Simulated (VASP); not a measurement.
Method: PBEsol GGA, VASP's PBE PAW potentials (set 64) (plane waves; VASP).

A VASP calculation is set up with these files.

**INCAR**
```
LCHARG = .FALSE.
ISIF = 3   # ions, shape and volume
SYSTEM = TaSi
LREAL = .FALSE.   # projection in real space or not
LASPH = .TRUE.   # aspherical one-centre terms
NSW = 60   # most ionic steps
GGA = PS   # PBEsol
PREC = Accurate
EDIFFG = -0.01   # ionic stop
NELM = 100
IBRION = 2
ALGO = Normal
ENCUT = 400
ISMEAR = 1   # Methfessel-Paxton
SIGMA = 0.1   # width (eV)
LMAXMIX = 6   # l cut-off of mixed one-centre charges
LWAVE = .FALSE.
EDIFF = 1E-6
```

File POSCAR:
```
TaSi
1.0
  3.0027970394   0.0000000794   0.0000000000
 -1.5013988818   2.6004987897   0.0000000000
  0.0000000000   0.0000000000   4.0070838247
Ta Si
1 1
Cart
  0.0000000000   0.0000000000   0.0000000000
  1.5013999004   0.8668321160   2.0035419123
```

**KPOINTS**
```
Automatic mesh
0
Gamma
13 13 8
0 0 0
```

POTCAR, in this order: Ta_pv Si (PBE.64 set). Program: vasp_std.

Output

**OUTCAR**
```
 ion  position               nearest neighbor table
   1  0.000  0.000  0.000-   2 2.65   2 2.65   2 2.65   2 2.65   2 2.65   2 2.65
   2  0.667  0.333  0.500-   1 2.65   1 2.65   1 2.65   1 2.65   1 2.65   1 2.65
  LATTYP: Found a hexagonal cell.
 ALAT       =     3.0027970394
 C/A-ratio  =     1.3344504381
 Subroutine PRICEL returns:
 Original cell was already a primitive cell.
 Subroutine GETGRP returns: Found 12 space group operations
The static configuration has the point symmetry D_3h.
The dynamic configuration has the point symmetry D_3h.
 Subroutine INISYM returns: Found 12 space group operations
 Subroutine IBZKPT returns following result:
 Found    105 irreducible k-points:

 Following reciprocal coordinates:
            Coordinates               Weight
  0.000000  0.000000  0.000000      1.000000
  0.076923 -0.000000  0.000000      6.000000
  0.153846 -0.000000  0.000000      6.000000
  0.230769 -0.000000  0.000000      6.000000
  0.307692 -0.000000  0.000000      6.000000
  0.384615  0.000000  0.000000      6.000000
  0.461538  0.000000  0.000000      6.000000
  0.076923  0.076923  0.000000      6.000000
  0.153846  0.076923  0.000000     12.000000
  0.230769  0.076923  0.000000     12.000000
  0.307692  0.076923  0.000000     12.000000
  0.384615  0.076923  0.000000     12.000000
  0.461538  0.076923  0.000000      6.000000
  0.153846  0.153846  0.000000      6.000000
  0.230769  0.153846  0.000000     12.000000
  0.307692  0.153846  0.000000     12.000000
  0.384615  0.153846  0.000000     12.000000
  0.230769  0.230769  0.000000      6.000000
  0.307692  0.230769  0.000000     12.000000
  0.384615  0.230769  0.000000      6.000000
  0.307692  0.307692  0.000000      6.000000
  0.000000  0.000000  0.125000      2.000000
  0.076923 -0.000000  0.125000     12.000000
  0.153846 -0.000000  0.125000     12.000000
  0.230769 -0.000000  0.125000     12.000000
  0.307692 -0.000000  0.125000     12.000000
  0.384615  0.000000  0.125000     12.000000
  0.461538  0.000000  0.125000     12.000000
  0.076923  0.076923  0.125000     12.000000
  0.153846  0.076923  0.125000     24.000000
  0.230769  0.076923  0.125000     24.000000
  0.307692  0.076923  0.125000     24.000000
  0.384615  0.076923  0.125000     24.000000
  0.461538  0.076923  0.125000     12.000000
  0.153846  0.153846  0.125000     12.000000
  0.230769  0.153846  0.125000     24.000000
  0.307692  0.153846  0.125000     24.000000
  0.384615  0.153846  0.125000     24.000000
  0.230769  0.230769  0.125000     12.000000
  0.307692  0.230769  0.125000     24.000000
   k-points           NKPTS =    105   k-points in BZ     NKDIM =    105   number of bands    NBANDS=     11
   number of dos      NEDOS =    301   number of ions     NIONS =      2
   total plane-waves  NPLWV =  11200
   dimension x,y,z NGX =    20 NGY =   20 NGZ =   28
   dimension x,y,z NGXF=    40 NGYF=   40 NGZF=   56
   ions per type =               1   1
   PREC   = accura    normal or accurate (medium, high low for compatibility)
   ISTART =      0    job   : 0-new  1-cont  2-samecut
   ICHARG =      2    charge: 1-file 2-atom 10-const
   ISPIN  =      1    spin polarized calculation?
   LNONCOLLINEAR =      F non collinear calculations
   LSORBIT =      F    spin-orbit coupling
   INIWAV =      1    electr: 0-lowe 1-rand  2-diag
   ENCUT  =  400.0 eV  29.40 Ry    5.42 a.u.   4.90  4.90  6.53*2*pi/ulx,y,z
   NELM   =    100;   NELMIN=  2; NELMDL= -5     # of ELM steps
   EDIFF  = 0.1E-05   stopping-criterion for ELM
   LREAL  =      F    real-space projection
   NLSPLINE    = F    spline interpolate recip. space projectors
...
```

File OSZICAR:
```
       N       E                     dE             d eps       ncg     rms          rms(c)
DAV:   1     0.563874289820E+02    0.56387E+02   -0.68866E+03  2318   0.103E+03
DAV:   2    -0.178783659090E+02   -0.74266E+02   -0.71306E+02  2640   0.251E+02
DAV:   3    -0.196938285729E+02   -0.18155E+01   -0.17509E+01  2923   0.361E+01
DAV:   4    -0.197207551321E+02   -0.26927E-01   -0.26889E-01  2751   0.403E+00
DAV:   5    -0.197211936753E+02   -0.43854E-03   -0.43848E-03  2928   0.447E-01    0.165E+01
DAV:   6    -0.191062372933E+02    0.61496E+00   -0.13670E+00  2806   0.111E+01    0.762E+00
DAV:   7    -0.189912574259E+02    0.11498E+00   -0.20649E-01  2731   0.430E+00    0.215E+00
DAV:   8    -0.189817220036E+02    0.95354E-02   -0.20303E-02  2843   0.122E+00    0.243E-01
DAV:   9    -0.189810150622E+02    0.70694E-03   -0.15310E-03  2688   0.429E-01    0.952E-02
DAV:  10    -0.189809852772E+02    0.29785E-04   -0.86901E-05  2967   0.868E-02    0.392E-02
DAV:  11    -0.189809851357E+02    0.14151E-06   -0.41606E-06  2642   0.178E-02
   1 F= -.18980985E+02 E0= -.18980699E+02  d E =-.189810E+02
       N       E                     dE             d eps       ncg     rms          rms(c)
DAV:   1    -0.189812987047E+02   -0.31343E-03   -0.10540E-02  2457   0.118E+00    0.125E-01
DAV:   2    -0.189810970963E+02    0.20161E-03   -0.30265E-04  2769   0.197E-01    0.505E-02
DAV:   3    -0.189810382771E+02    0.58819E-04   -0.16265E-04  2634   0.132E-01    0.179E-02
DAV:   4    -0.189810379173E+02    0.35977E-06   -0.49483E-06  2696   0.210E-02
   2 F= -.18981038E+02 E0= -.18980795E+02  d E =-.527815E-04
       N       E                     dE             d eps       ncg     rms          rms(c)
DAV:   1    -0.189810734431E+02   -0.35166E-04   -0.15694E-03  2436   0.456E-01    0.474E-02
DAV:   2    -0.189810423877E+02    0.31055E-04   -0.46523E-05  2781   0.772E-02    0.188E-02
DAV:   3    -0.189810327276E+02    0.96601E-05   -0.25118E-05  2610   0.520E-02    0.776E-03
DAV:   4    -0.189810324196E+02    0.30800E-06   -0.76271E-07  1445   0.847E-03
   3 F= -.18981032E+02 E0= -.18980806E+02  d E =-.472839E-04
       N       E                     dE             d eps       ncg     rms          rms(c)
DAV:   1    -0.189810446552E+02   -0.11928E-04   -0.35967E-04  2445   0.219E-01    0.236E-02
DAV:   2    -0.189810373791E+02    0.72761E-05   -0.10153E-05  2748   0.361E-02    0.969E-03
DAV:   3    -0.189810357781E+02    0.16010E-05   -0.54717E-06  2520   0.243E-02    0.307E-03
DAV:   4    -0.189810359082E+02   -0.13010E-06   -0.14300E-07  1227   0.381E-03
   4 F= -.18981036E+02 E0= -.18980801E+02  d E =-.507725E-04
       N       E                     dE             d eps       ncg     rms          rms(c)
DAV:   1    -0.189810397402E+02   -0.39620E-05   -0.11348E-04  2442   0.123E-01    0.130E-02
DAV:   2    -0.189810371914E+02    0.25488E-05   -0.33564E-06  2703   0.208E-02    0.517E-03
DAV:   3    -0.189810367754E+02    0.41591E-06   -0.17268E-06  1751   0.140E-02
   5 F= -.18981037E+02 E0= -.18980798E+02  d E =-.516397E-04
       N       E                     dE             d eps       ncg     rms          rms(c)
DAV:   1    -0.189811140091E+02   -0.76818E-04   -0.20009E-03  2367   0.427E-01    0.322E-02
DAV:   2    -0.189810732407E+02    0.40768E-04   -0.73546E-05  2735   0.732E-02    0.159E-02
DAV:   3    -0.189810663829E+02    0.68578E-05   -0.88290E-06  2750   0.248E-02    0.628E-03
DAV:   4    -0.189810651837E+02    0.11992E-05   -0.19819E-06  2185   0.118E-02    0.385E-03
DAV:   5    -0.189810650800E+02    0.10372E-06   -0.19685E-07  1209   0.453E-03
   6 F= -.18981065E+02 E0= -.18980851E+02  d E =-.283045E-04
       N       E                     dE             d eps       ncg     rms          rms(c)
DAV:   1    -0.189813148346E+02   -0.24965E-03   -0.92336E-03  2364   0.917E-01    0.690E-02
DAV:   2    -0.189811242016E+02    0.19063E-03   -0.33275E-04  2738   0.156E-01    0.341E-02
DAV:   3    -0.189810916612E+02    0.32540E-04   -0.42555E-05  2764   0.542E-02    0.138E-02
DAV:   4    -0.189810867883E+02    0.48729E-05   -0.95873E-06  2929   0.255E-02    0.904E-03
DAV:   5    -0.189810865318E+02    0.25648E-06   -0.75727E-07  1394   0.879E-03
   7 F= -.18981087E+02 E0= -.18980917E+02  d E =-.497564E-04
```

**OUTCAR**
```
------------------------ aborting loop because EDIFF is reached ----------------------------------------
  FORCE on cell =-STRESS in cart. coord.  units (eV):
  Direction    XX          YY          ZZ          XY          YZ          ZX
  --------------------------------------------------------------------------------------
  Total       -0.0194738     -0.0194738     -0.0101583      0.0000000      0.0000000      0.0000000
  in kB       -0.9953418     -0.9953421     -0.5192089      0.0000001      0.0000000      0.0000000
  external PRESSURE =      -0.8366309 kB  Pullay stress =       0.0000000 kB
  volume of cell :       31.35
      direct lattice vectors                 reciprocal lattice vectors
     3.008912183  0.000000079  0.000000000     0.332346019  0.191880090 -0.000000000
    -1.504456455  2.605794662 -0.000000000    -0.000000010  0.383760087  0.000000000
     0.000000000 -0.000000000  3.997970151    -0.000000000  0.000000000  0.250126930
 POSITION                                       TOTAL-FORCE (eV/Angst)
 -----------------------------------------------------------------------------------
     -0.00000      0.00000      0.00000         0.000000     -0.000000      0.000000
      1.50446      0.86860      1.99899        -0.000000      0.000000      0.000000
 -----------------------------------------------------------------------------------
    total drift:                               -0.000052      0.000027     -0.000000
  FREE ENERGIE OF THE ION-ELECTRON SYSTEM (eV)
  ---------------------------------------------------
  free  energy   TOTEN  =       -18.9810865318 eV

  energy  without entropy=      -18.9805788871  energy(sigma->0) =      -18.98091732

 reached required accuracy - stopping structural energy minimisation
```
(Selected blocks of OUTCAR.)

CONTCAR:
```
TaSi
   1.00000000000000
     3.0089121834124808    0.0000000788717923    0.0000000000000000
    -1.5044564551411255    2.6057946619261698   -0.0000000000000000
     0.0000000000000000   -0.0000000000000000    3.9979701513736696
  Ta              Si
     1     1
Direct
     0.0000000000000000    0.0000000000000000    0.0000000000000000
     0.6666669999999968    0.3333330000000032    0.5000000000000000
```

File OUTCAR:
```
 val. band max:        7.8766500853   @ k =   0.3077   0.0769   0.2500

 cond. band min:       7.9079769619   @ k =   0.2308   0.2308   0.0000


 Fermi energy:         7.8944799031

 k-point     1 :       0.0000    0.0000    0.0000
  band No.  band energies     occupation
      1     -26.4747      2.00000
      2     -25.8734      2.00000
      3     -25.8734      2.00000
      4      -4.1411      2.00000
      5       3.7839      2.00000
      6       6.1090      2.00000
      7       7.9192      0.59565
      8       7.9192      0.59558
      9      10.7333      0.00000
     10      10.7333      0.00000
     11      15.1913      0.00000

 k-point     2 :       0.0769   -0.0000    0.0000
  band No.  band energies     occupation
      1     -26.4679      2.00000
      2     -25.9186      2.00000
      3     -25.8836      2.00000
      4      -3.9929      2.00000
      5       3.9619      2.00000
      6       5.9380      2.00000
      7       7.6153      2.00057
      8       8.0869     -0.02025
      9      10.6349      0.00000
     10      10.9186      0.00000
     11      14.1428      0.00000

 k-point     3 :       0.1538   -0.0000    0.0000
  band No.  band energies     occupation
      1     -26.4488      2.00000
      2     -26.0424      2.00000
      3     -25.9119      2.00000
      4      -3.5592      2.00000
      5       4.4343      2.00000
      6       5.5234      2.00000
      7       6.8922      2.00000
      8       8.5694     -0.00000
      9      10.3769      0.00000
     10      11.3480      0.00000
     11      12.4369      0.00000

 k-point     4 :       0.2308   -0.0000    0.0000
  band No.  band energies     occupation
      1     -26.4218      2.00000
      2     -26.2128      2.00000
      3     -25.9516      2.00000
      4      -2.8684      2.00000
      5       4.8901      2.00000
      6       5.0355      2.00000
      7       6.1265      2.00000
      8       9.2945     -0.00000
      9      10.0438      0.00000
...
```

Unless said otherwise, spin-orbit coupling is left out, though it shifts the bands of the heavy elements here.

The structure was generated: TaSi was put into the WC type (P-6m2), which need not be its known phase. This run relaxes it. Symmetry was kept, so distortions that lower it aren't found. The start is the result of an earlier pass. The electron count is odd and the run is not spin-polarised, which forces a metal.
